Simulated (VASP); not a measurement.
Here is the system:

```
CELL_PARAMETERS angstrom
      0.00000     2.20861     2.20861
      2.20861     0.00000     2.20861
      2.20861     2.20861     0.00000
ATOMIC_POSITIONS crystal
  Hf 0.00000 0.00000 0.00000
  N  0.50000 0.50000 0.50000
```

Computed with LDA (Ceperley-Alder, Perdew-Zunger), VASP's LDA PAW potentials (set 64) (plane waves; VASP). Settings: 620 eV cut-off, 14×14×14 Γ-centred mesh, first-order Methfessel-Paxton smearing of 0.10 eV, potentials Hf_pv N.

Energy and stress use the plane-wave basis of the starting cell.

Task: The ions, cell shape and volume at an external pressure of 20.0 GPa are relaxed. Predict the relaxed structure.

Result: 
```
CELL_PARAMETERS angstrom
      0.00000     2.18876     2.18876
      2.18876     0.00000     2.18876
      2.18876     2.18876     0.00000
ATOMIC_POSITIONS crystal
  Hf 0.00000 0.00000 0.00000
  N  0.50000 0.50000 0.50000
```
Space group Fm-3m (225), at a tolerance of 0.03 Å.

Task: How do energy and volume change from the first to the last step?

Result: The energy (σ→0) changes by +26.7 meV/atom and the volume by -2.7 %, in 4 ionic steps.

| step | E(σ→0) (eV) | max force (eV/Å) | pressure (GPa) | volume (Å³) |
|---|---|---|---|---|
| 1 | -23.8460 | 0.000 | 9.97 | 21.55 |
| 2 | -23.4698 | 0.000 | 52.79 | 19.51 |
| 3 | -23.7945 | 0.000 | 19.69 | 20.99 |
| 4 | -23.7926 | 0.000 | 19.98 | 20.97 |

The compound is HfN in the rock salt structure. This run relaxes it under an external pressure of 20 GPa. Symmetry was kept, so distortions that lower it aren't found. The electron count is odd and the run is not spin-polarised, which forces a metal.
